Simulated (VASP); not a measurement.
# Co under pressure and tension, part 2 of 2

How does Co change with the volume? The starting structure is a measured crystal structure from the Crystallography Open Database. All runs use LDA. The equilibrium cell comes from relaxations that aren't shown. At each volume, shape and positions are relaxed as far as symmetry leaves them free.

VASP 6.6.1.

Results so far: the equilibrium volume 0.0 GPa; 0.96 of the equilibrium volume 12.5 GPa; 1.04 of the equilibrium volume -9.8 GPa.

**5. Relaxation at 0.92 of the equilibrium volume**

Level of this step: LDA, spin-polarised from a ferromagnetic start; plane waves and PAW (Co) (VASP).

Input file INCAR:

```
SYSTEM = Co
PREC = Accurate
ENCUT = 500
EDIFF = 1E-07
NELM = 100
ISMEAR = 0
SIGMA = 0.05
LREAL = .FALSE.
ALGO = Normal
GGA = CA
NBANDS = 19
ISPIN = 2
MAGMOM = 2 2
LASPH = .TRUE.
LMAXMIX = 4
LORBIT = 11
LWAVE = .FALSE.
LCHARG = .FALSE.
KPAR = 4
IBRION = 2
NSW = 50
ISIF = 4
EDIFFG = -0.003
```

Input file POSCAR:

```
Co
1.0
    2.3615911279      0.0000000000      0.0000000000
   -1.1807955640      2.0451979103      0.0000000000
    0.0000000000      0.0000000000      3.8012682742
Co
2
Direct
    0.3333333300      0.6666666700      0.2500000000
    0.6666666700      0.3333333300      0.7500000000
```

Input file KPOINTS:

```
Automatic mesh
0
Gamma
16 16 8
0 0 0
```

The projector-augmented-wave data sets are Co (LDA family, release 64).

Started as:

```
$ mpirun -np 4 vasp_std
```

The log of the run:

```text
[... set-up lines as in an earlier step ...]
 entering main loop
       N       E                     dE             d eps       ncg     rms          rms(c)
DAV:   1     0.786098709328E+02    0.78610E+02   -0.79191E+03 12211   0.129E+03
DAV:   2    -0.142354784041E+02   -0.92845E+02   -0.83737E+02 11487   0.223E+02
DAV:   3    -0.182210423972E+02   -0.39856E+01   -0.38387E+01 12556   0.568E+01
DAV:   4    -0.182830441975E+02   -0.62002E-01   -0.61953E-01 14110   0.616E+00
[...]
DAV:  18    -0.161247345452E+02   -0.28897E-04   -0.75706E-05 13269   0.189E-01    0.754E-03
DAV:  19    -0.161247363761E+02   -0.18309E-05   -0.42055E-06 16827   0.382E-02    0.184E-03
DAV:  20    -0.161247362926E+02    0.83483E-07   -0.74272E-08  9768   0.478E-03
   1 F= -.16124736E+02 E0= -.16122418E+02  d E =-.161247E+02  mag=     2.7479
[...]
N       E                     dE             d eps       ncg     rms          rms(c)
DAV:   1    -0.161248151282E+02   -0.78752E-04   -0.22301E-03 12555   0.337E-01    0.534E-02
DAV:   2    -0.161247637997E+02    0.51328E-04   -0.37679E-05 14552   0.844E-02    0.259E-02
DAV:   3    -0.161247470910E+02    0.16709E-04   -0.15156E-05 14573   0.385E-02    0.101E-02
DAV:   4    -0.161247472849E+02   -0.19389E-06   -0.12059E-06 12978   0.122E-02    0.258E-03
DAV:   5    -0.161247470865E+02    0.19840E-06   -0.98617E-08  7209   0.627E-03    0.158E-03
DAV:   6    -0.161247470711E+02    0.15434E-07   -0.37661E-08  6093   0.214E-03
   2 F= -.16124747E+02 E0= -.16122433E+02  d E =-.107785E-04  mag=     2.7473
 trial-energy change:   -0.000011  1 .order   -0.000011   -0.000026    0.000004
 step:   0.8541(harm=  0.8541)  dis= 0.00000  next Energy=   -16.124747 (dE=-0.111E-04)
 reached required accuracy - stopping structural energy minimisation
```

Elapsed: 44 s, on 4 MPI ranks of AMD EPYC 7R43, shared host; peak memory 0.54 GiB.

Parts of OUTCAR (step 5):

```text
  Total        3.0396794      3.0396794      3.0328091     -0.0000000     -0.0000000      0.0000000
  in kB      265.2587922    265.2587923    264.6592519     -0.0000000     -0.0000000      0.0000000
  external PRESSURE =     265.0589455 kB  Pullay stress =       0.0000000 kB

 POSITION                                       TOTAL-FORCE (eV/Angst)
 -----------------------------------------------------------------------------------
     -0.00000      1.36302      0.95093        -0.000000      0.000000      0.000000
      1.18041      0.68151      2.85280         0.000000     -0.000000      0.000000
 -----------------------------------------------------------------------------------
    total drift:                                0.000000     -0.000000     -0.000000

  FREE ENERGIE OF THE ION-ELECTRON SYSTEM (eV)
  ---------------------------------------------------
  free  energy   TOTEN  =       -16.1247470711 eV

  energy  without entropy=      -16.1201187521  energy(sigma->0) =      -16.12243291

 magnetization (x)
# of ion       s       p       d       tot
------------------------------------------
    1       -0.013  -0.036   1.405   1.356
    2       -0.013  -0.036   1.405   1.356
--------------------------------------------------
tot         -0.026  -0.073   2.810   2.712

[... 2 parts as in an earlier step ...]

[... 2 further parts left out ...]
[key lines of the parts left out:]
E-fermi :  12.4946
```

0.92 of the equilibrium volume: 9.180 Å³ an atom and a pressure of 26.51 GPa. Further runs on this cell, not shown, give the modes B1g 372.9, E2g 204.8 cm⁻¹.

**6. Relaxation at 0.98 of the equilibrium volume**

INCAR is that of step 5.

Input file POSCAR:

```
Co
1.0
    2.4118527606      0.0000000000      0.0000000000
   -1.2059263803      2.0887257611      0.0000000000
    0.0000000000      0.0000000000      3.8821704878
Co
2
Direct
    0.3333333300      0.6666666700      0.2500000000
    0.6666666700      0.3333333300      0.7500000000
```

KPOINTS is that of step 5.

Started as:

```
$ mpirun -np 4 vasp_std
```

The log of the run:

```text
[... set-up lines as in an earlier step ...]
 entering main loop
       N       E                     dE             d eps       ncg     rms          rms(c)
DAV:   1     0.793760464644E+02    0.79376E+02   -0.79592E+03 12190   0.127E+03
DAV:   2    -0.144552186324E+02   -0.93831E+02   -0.84743E+02 11514   0.222E+02
DAV:   3    -0.184366581632E+02   -0.39814E+01   -0.38356E+01 12687   0.565E+01
DAV:   4    -0.184974787557E+02   -0.60821E-01   -0.60780E-01 14135   0.605E+00
[...]
DAV:  13    -0.162460961738E+02   -0.44754E-06   -0.64850E-07 15346   0.890E-03    0.480E-03
DAV:  14    -0.162460960576E+02    0.11626E-06   -0.46538E-08  7206   0.385E-03    0.104E-03
DAV:  15    -0.162460960436E+02    0.13946E-07   -0.14528E-08  6252   0.140E-03
   1 F= -.16246096E+02 E0= -.16245104E+02  d E =-.162461E+02  mag=     2.9951
[...]
N       E                     dE             d eps       ncg     rms          rms(c)
DAV:   1    -0.162461022402E+02   -0.61827E-05   -0.17289E-04 12629   0.932E-02    0.146E-02
DAV:   2    -0.162460982689E+02    0.39713E-05   -0.26345E-06 14651   0.232E-02    0.750E-03
DAV:   3    -0.162460967814E+02    0.14875E-05   -0.15302E-06 14784   0.129E-02    0.201E-03
DAV:   4    -0.162460968731E+02   -0.91660E-07   -0.10730E-07  8780   0.429E-03
   2 F= -.16246097E+02 E0= -.16245103E+02  d E =-.829448E-06  mag=     2.9952
 trial-energy change:   -0.000001  1 .order   -0.000001   -0.000002    0.000000
 step:   0.9653(harm=  0.9653)  dis= 0.00000  next Energy=   -16.246097 (dE=-0.967E-06)
 reached required accuracy - stopping structural energy minimisation
```

It took 30 s on 4 MPI ranks; peak memory 0.6 GiB; 1.9 min of CPU time.

Parts of OUTCAR (step 6):

```text
  Total        0.7243655      0.7243655      0.7239642     -0.0000000     -0.0000000      0.0000000
  in kB       59.3419111     59.3419111     59.3090318     -0.0000000     -0.0000000      0.0000000
  external PRESSURE =      59.3309513 kB  Pullay stress =       0.0000000 kB

 POSITION                                       TOTAL-FORCE (eV/Angst)
 -----------------------------------------------------------------------------------
     -0.00000      1.39236      0.97072         0.000000     -0.000000      0.000000
      1.20582      0.69618      2.91215        -0.000000      0.000000      0.000000
 -----------------------------------------------------------------------------------
    total drift:                                0.000000     -0.000000     -0.000000

  FREE ENERGIE OF THE ION-ELECTRON SYSTEM (eV)
  ---------------------------------------------------
  free  energy   TOTEN  =       -16.2460968731 eV

  energy  without entropy=      -16.2441084882  energy(sigma->0) =      -16.24510268

 magnetization (x)
# of ion       s       p       d       tot
------------------------------------------
    1       -0.013  -0.039   1.540   1.487
    2       -0.013  -0.039   1.540   1.487
--------------------------------------------------
tot         -0.027  -0.078   3.080   2.975

[... 2 parts as in an earlier step ...]

[... 2 further parts left out ...]
[key lines of the parts left out:]
E-fermi :  11.4627
```

0.98 of the equilibrium volume: 9.779 Å³ an atom and a pressure of 5.93 GPa. Further runs on this cell, not shown, give the modes B1g 312.5, E2g 177.0 cm⁻¹.

**7. Relaxation at 1.02 of the equilibrium volume**

INCAR is that of step 6.

Input file POSCAR:

```
Co
1.0
    2.4442304867      0.0000000000      0.0000000000
   -1.2221152433      2.1167656944      0.0000000000
    0.0000000000      0.0000000000      3.9342863776
Co
2
Direct
    0.3333333300      0.6666666700      0.2500000000
    0.6666666700      0.3333333300      0.7500000000
```

KPOINTS is that of step 6.

Started as:

```
$ mpirun -np 4 vasp_std
```

The log of the run:

```text
[... set-up lines as in an earlier step ...]
 entering main loop
       N       E                     dE             d eps       ncg     rms          rms(c)
DAV:   1     0.801155701435E+02    0.80116E+02   -0.78941E+03 12040   0.126E+03
DAV:   2    -0.144476743942E+02   -0.94563E+02   -0.85263E+02 11502   0.220E+02
DAV:   3    -0.184856456686E+02   -0.40380E+01   -0.38807E+01 12720   0.568E+01
DAV:   4    -0.185482209865E+02   -0.62575E-01   -0.62532E-01 14122   0.611E+00
[...]
DAV:  13    -0.162468660725E+02    0.63756E-06   -0.13582E-06 17061   0.137E-02    0.505E-03
DAV:  14    -0.162468659027E+02    0.16976E-06   -0.89986E-08  9281   0.397E-03    0.933E-04
DAV:  15    -0.162468658996E+02    0.31002E-08   -0.22659E-08  6252   0.140E-03
   1 F= -.16246866E+02 E0= -.16245858E+02  d E =-.162469E+02  mag=     3.0304
[...]
reached required accuracy - stopping structural energy minimisation
```

Wall time 25 s (4 MPI ranks); peak memory 0.57 GiB; 94 s of CPU time.

From OUTCAR (step 7):

```text
  Total       -0.6587413     -0.6587413     -0.6590867     -0.0000000      0.0000000      0.0000000
  in kB      -51.8494982    -51.8494982    -51.8766887     -0.0000000      0.0000000      0.0000000
  external PRESSURE =     -51.8585617 kB  Pullay stress =       0.0000000 kB

 POSITION                                       TOTAL-FORCE (eV/Angst)
 -----------------------------------------------------------------------------------
     -0.00000      1.41118      0.98357         0.000000      0.000000      0.000000
      1.22212      0.70559      2.95071        -0.000000     -0.000000      0.000000
 -----------------------------------------------------------------------------------
    total drift:                                0.000000     -0.000000     -0.000000

  FREE ENERGIE OF THE ION-ELECTRON SYSTEM (eV)
  ---------------------------------------------------
  free  energy   TOTEN  =       -16.2468658996 eV

  energy  without entropy=      -16.2448491753  energy(sigma->0) =      -16.24585754

 magnetization (x)
# of ion       s       p       d       tot
------------------------------------------
    1       -0.013  -0.040   1.564   1.511
    2       -0.013  -0.040   1.564   1.511
--------------------------------------------------
tot         -0.027  -0.080   3.128   3.021

[... 2 parts as in an earlier step ...]

[... 2 further parts left out ...]
[key lines of the parts left out:]
E-fermi :  10.8442
```

1.02 of the equilibrium volume: 10.178 Å³ an atom and a pressure of -5.19 GPa. Further runs on this cell, not shown, give the modes B1g 278.1, E2g 162.6 cm⁻¹.

**8. Relaxation at 0.9 of the equilibrium volume**

INCAR is that of step 7.

Input file POSCAR:

```
Co
1.0
    2.3443526219      0.0000000000      0.0000000000
   -1.1721763110      2.0302689262      0.0000000000
    0.0000000000      0.0000000000      3.7735208013
Co
2
Direct
    0.3333333300      0.6666666700      0.2500000000
    0.6666666700      0.3333333300      0.7500000000
```

KPOINTS is that of step 7.

Started as:

```
$ mpirun -np 4 vasp_std
```

The log of the run:

```text
[... set-up lines as in an earlier step ...]
 entering main loop
       N       E                     dE             d eps       ncg     rms          rms(c)
DAV:   1     0.796626967210E+02    0.79663E+02   -0.79186E+03 12192   0.130E+03
DAV:   2    -0.140460677772E+02   -0.93709E+02   -0.84419E+02 11511   0.225E+02
DAV:   3    -0.181034074401E+02   -0.40573E+01   -0.39002E+01 12629   0.573E+01
DAV:   4    -0.181664852657E+02   -0.63078E-01   -0.63027E-01 14142   0.619E+00
[...]
DAV:  12    -0.160537786264E+02    0.88519E-07   -0.39521E-06 12582   0.212E-02    0.864E-03
DAV:  13    -0.160537784924E+02    0.13395E-06   -0.11436E-07  9988   0.436E-03    0.331E-03
DAV:  14    -0.160537784344E+02    0.58066E-07   -0.28554E-08  6437   0.212E-03
   1 F= -.16053778E+02 E0= -.16051255E+02  d E =-.160538E+02  mag=     2.3172
[...]
N       E                     dE             d eps       ncg     rms          rms(c)
DAV:   1    -0.160542748700E+02   -0.49638E-03   -0.14490E-02 12571   0.861E-01    0.138E-01
DAV:   2    -0.160539479416E+02    0.32693E-03   -0.26212E-04 14512   0.216E-01    0.637E-02
DAV:   3    -0.160538563224E+02    0.91619E-04   -0.72204E-05 13844   0.735E-02    0.335E-02
DAV:   4    -0.160538529645E+02    0.33579E-05   -0.69429E-06 13870   0.282E-02    0.966E-03
DAV:   5    -0.160538509993E+02    0.19652E-05   -0.16146E-06 17009   0.177E-02    0.346E-03
DAV:   6    -0.160538510013E+02   -0.19820E-08   -0.64621E-08  8065   0.247E-03
   2 F= -.16053851E+02 E0= -.16051335E+02  d E =-.725669E-04  mag=     2.3123
 trial-energy change:   -0.000073  1 .order   -0.000072   -0.000170    0.000026
 step:   0.8698(harm=  0.8674)  dis= 0.00000  next Energy=   -16.053853 (dE=-0.743E-04)
[...]
N       E                     dE             d eps       ncg     rms          rms(c)
DAV:   1    -0.160538599164E+02   -0.89171E-05   -0.24570E-04 12581   0.112E-01    0.182E-02
DAV:   2    -0.160538542227E+02    0.56937E-05   -0.45838E-06 14593   0.286E-02    0.837E-03
DAV:   3    -0.160538527028E+02    0.15199E-05   -0.12316E-06 13799   0.958E-03    0.458E-03
DAV:   4    -0.160538526274E+02    0.75431E-07   -0.10790E-07  8494   0.371E-03
   3 F= -.16053853E+02 E0= -.16051335E+02  d E =-.741930E-04  mag=     2.3128
[...]
reached required accuracy - stopping structural energy minimisation
```

The job ended after 42 s (4 MPI ranks; peak memory 0.55 GiB; 2.7 min of CPU time).

Parts of OUTCAR (step 8):

```text
  Total        3.6029556      3.6029556      3.5987423     -0.0000000      0.0000000     -0.0000000
  in kB      321.4002748    321.4002749    321.0244241     -0.0000000      0.0000000     -0.0000000
  external PRESSURE =     321.2749913 kB  Pullay stress =       0.0000000 kB

 POSITION                                       TOTAL-FORCE (eV/Angst)
 -----------------------------------------------------------------------------------
     -0.00000      1.35254      0.94474        -0.000000      0.000000      0.000000
      1.17133      0.67627      2.83421         0.000000     -0.000000      0.000000
 -----------------------------------------------------------------------------------
    total drift:                                0.000000     -0.000000     -0.000000

  FREE ENERGIE OF THE ION-ELECTRON SYSTEM (eV)
  ---------------------------------------------------
  free  energy   TOTEN  =       -16.0538526274 eV

  energy  without entropy=      -16.0488177341  energy(sigma->0) =      -16.05133518

 magnetization (x)
# of ion       s       p       d       tot
------------------------------------------
    1       -0.011  -0.033   1.183   1.139
    2       -0.011  -0.033   1.183   1.139
--------------------------------------------------
tot         -0.022  -0.065   2.366   2.278

[... 2 parts as in an earlier step ...]

[... 2 further parts left out ...]
[key lines of the parts left out:]
E-fermi :  12.9075
```

0.9 of the equilibrium volume: 8.980 Å³ an atom and a pressure of 32.13 GPa. Further runs on this cell, not shown, give the modes B1g 398.3, E2g 214.2 cm⁻¹.

**9. Relaxation at 1.06 of the equilibrium volume**

INCAR is that of step 8.

Input file POSCAR:

```
Co
1.0
    2.4757724235      0.0000000000      0.0000000000
   -1.2378862117      2.1440818129      0.0000000000
    0.0000000000      0.0000000000      3.9850569628
Co
2
Direct
    0.3333333300      0.6666666700      0.2500000000
    0.6666666700      0.3333333300      0.7500000000
```

KPOINTS is that of step 8.

Started as:

```
$ mpirun -np 4 vasp_std
```

The log of the run:

```text
[... set-up lines as in an earlier step ...]
 entering main loop
       N       E                     dE             d eps       ncg     rms          rms(c)
DAV:   1     0.807952009760E+02    0.80795E+02   -0.78968E+03 12040   0.124E+03
DAV:   2    -0.144460446618E+02   -0.95241E+02   -0.85911E+02 11514   0.220E+02
DAV:   3    -0.184782512507E+02   -0.40322E+01   -0.38841E+01 12715   0.567E+01
DAV:   4    -0.185398042419E+02   -0.61553E-01   -0.61512E-01 14158   0.605E+00
[...]
DAV:  13    -0.161986176436E+02    0.23268E-05   -0.17363E-06 17730   0.156E-02    0.584E-03
DAV:  14    -0.161986175237E+02    0.11993E-06   -0.13833E-07  9854   0.453E-03    0.969E-04
DAV:  15    -0.161986175232E+02    0.50659E-09   -0.20475E-08  6252   0.138E-03
   1 F= -.16198618E+02 E0= -.16197626E+02  d E =-.161986E+02  mag=     3.0875
[...]
N       E                     dE             d eps       ncg     rms          rms(c)
DAV:   1    -0.161987671449E+02   -0.14962E-03   -0.39873E-03 12608   0.444E-01    0.711E-02
DAV:   2    -0.161986724215E+02    0.94723E-04   -0.60763E-05 14638   0.115E-01    0.360E-02
DAV:   3    -0.161986418673E+02    0.30554E-04   -0.34500E-05 14582   0.587E-02    0.115E-02
DAV:   4    -0.161986428897E+02   -0.10224E-05   -0.28511E-06 13250   0.209E-02    0.291E-03
DAV:   5    -0.161986426029E+02    0.28677E-06   -0.14382E-07  8798   0.644E-03    0.177E-03
DAV:   6    -0.161986425027E+02    0.10022E-06   -0.58859E-08  6193   0.346E-03    0.863E-04
DAV:   7    -0.161986425039E+02   -0.11928E-08   -0.30388E-08  5942   0.145E-03
   2 F= -.16198643E+02 E0= -.16197658E+02  d E =-.249807E-04  mag=     3.0896
 trial-energy change:   -0.000025  1 .order   -0.000025   -0.000046   -0.000004
 step:   1.0872(harm=  1.0872)  dis= 0.00000  next Energy=   -16.198642 (dE=-0.249E-04)
 reached required accuracy - stopping structural energy minimisation
```

The job ended after 36 s (4 MPI ranks; peak memory 0.6 GiB; 2.3 min of CPU time).

Parts of OUTCAR (step 9):

```text
  Total       -1.8253784     -1.8253784     -1.8211008     -0.0000000     -0.0000000     -0.0000000
  in kB     -138.2537371   -138.2537372   -137.9297497     -0.0000000     -0.0000000     -0.0000000
  external PRESSURE =    -138.1457413 kB  Pullay stress =       0.0000000 kB

 POSITION                                       TOTAL-FORCE (eV/Angst)
 -----------------------------------------------------------------------------------
     -0.00000      1.42878      0.99712        -0.000000      0.000000      0.000000
      1.23736      0.71439      2.99136         0.000000     -0.000000      0.000000
 -----------------------------------------------------------------------------------
    total drift:                               -0.000000      0.000000     -0.000000

  FREE ENERGIE OF THE ION-ELECTRON SYSTEM (eV)
  ---------------------------------------------------
  free  energy   TOTEN  =       -16.1986425039 eV

  energy  without entropy=      -16.1966726765  energy(sigma->0) =      -16.19765759

 magnetization (x)
# of ion       s       p       d       tot
------------------------------------------
    1       -0.013  -0.040   1.598   1.545
    2       -0.013  -0.040   1.598   1.545
--------------------------------------------------
tot         -0.026  -0.079   3.196   3.091

[... 2 parts as in an earlier step ...]

[... 2 further parts left out ...]
[key lines of the parts left out:]
E-fermi :  10.2684
```

1.06 of the equilibrium volume: 10.577 Å³ an atom and a pressure of -13.81 GPa. Further runs on this cell, not shown, give the modes B1g 245.3, E2g 151.1 cm⁻¹.

**10. Comparison**

```
                           run  volume (Å³/atom)  pressure (GPa)    B1g    E2g  core minutes
 0.9 of the equilibrium volume              8.98           32.13  398.3  214.2           2.8
0.92 of the equilibrium volume              9.18           26.51  372.9  204.8          2.93
0.96 of the equilibrium volume             9.579           12.53  330.8  185.5           1.8
0.98 of the equilibrium volume             9.779            5.93  312.5  177.0           2.0
        the equilibrium volume             9.978            0.04  295.0  169.5           1.4
1.02 of the equilibrium volume            10.178           -5.19  278.1  162.6          1.67
1.04 of the equilibrium volume            10.377           -9.78  261.6  156.5           2.2
1.06 of the equilibrium volume            10.577          -13.81  245.3  151.1           2.4
```

Modes are in cm⁻¹ and matched by symmetry and order, imaginary ones as negative numbers. A number in brackets counts the listed modes of one symmetry from the lowest. The symmetry labels come from an automatic analysis and can be wrong where levels nearly coincide. Core minutes are wall time times ranks of the run shown, on a shared host.

**11. Outcome**

```yaml
pressure_at_0p9_of_the_equilibrium_volume: 32.13 GPa
pressure_at_0p92_of_the_equilibrium_volume: 26.51 GPa
pressure_at_0p96_of_the_equilibrium_volume: 12.53 GPa
pressure_at_0p98_of_the_equilibrium_volume: 5.93 GPa
pressure_at_the_equilibrium_volume: 0.04 GPa
pressure_at_1p02_of_the_equilibrium_volume: -5.19 GPa
pressure_at_1p04_of_the_equilibrium_volume: -9.78 GPa
pressure_at_1p06_of_the_equilibrium_volume: -13.81 GPa
```

Between 0.9 of the equilibrium volume and 1.06 of the equilibrium volume the pressure on Co goes from 32.1 to -13.8 GPa. The B1g mode goes from 398 to 245 cm⁻¹, a mean mode Grüneisen parameter of 3.0. The E2g mode goes from 214 to 151 cm⁻¹, a mean mode Grüneisen parameter of 2.1. The largest site moment changes too, between 1.14 and 1.54 μB, which bears on pressures and modes. Further runs on this material are not shown.

[Lines on the potential files, build, host, timing and source positions are cut from VASP's logs without a mark.]

[Logs are printed without paths, hosts, clocks, repeated set-up lines and the standing remarks that a program may print on its own settings, such as how far it seeks lower states.]

[Hosts, paths, dates, database ids (printed as entryN), source tags and the programs' standing remarks are cut or masked in the printed files.]
